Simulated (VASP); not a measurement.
Here is a VASP 6.6.1 calculation.

INCAR

```
SYSTEM = HfO2
  PREC = Accurate
  ENCUT = 520
  EDIFF = 1E-7
  ISMEAR = 0
  SIGMA = 0.02
  LREAL = .FALSE.
  LASPH = .TRUE.
  NELM = 100
  ALGO = Normal
  ISIF = 2
  LWAVE = .FALSE.
  LCHARG = .FALSE.
  GGA = PE
  NBANDS = 18
```

File KPOINTS:

```
regular mesh
0
G
  8 8 8
  0 0 0
```

File POSCAR:

```
HfO2
1.0
    0.0000000000      2.5488057611      2.5488057611
    2.5488057611      0.0000000000      2.5488057611
    2.5488057611      2.5488057611      0.0000000000
Hf O
1 2
Direct
    0.0000000000      0.0000000000      0.0000000000
    0.2500000000      0.2500000000      0.2500000000
    0.7500000000      0.7500000000      0.7500000000
```

Potentials or basis: VASP PAW PBE potentials, release 64 (Hf_pv, O).

Run with:

```bash
$ cat potpaw_PBE.64/Hf_pv/POTCAR potpaw_PBE.64/O/POTCAR > POTCAR
$ mpirun -np 1 vasp_std > vasp.out
```

Q: Predict the band gap on the k mesh.

A: 3.76 eV, direct.

Q: What does it give for the pressure?

A: -3.6 GPa.

Caveat: spin-orbit coupling is left out, which moves the levels of the heavy elements. A k mesh can miss the band edges.
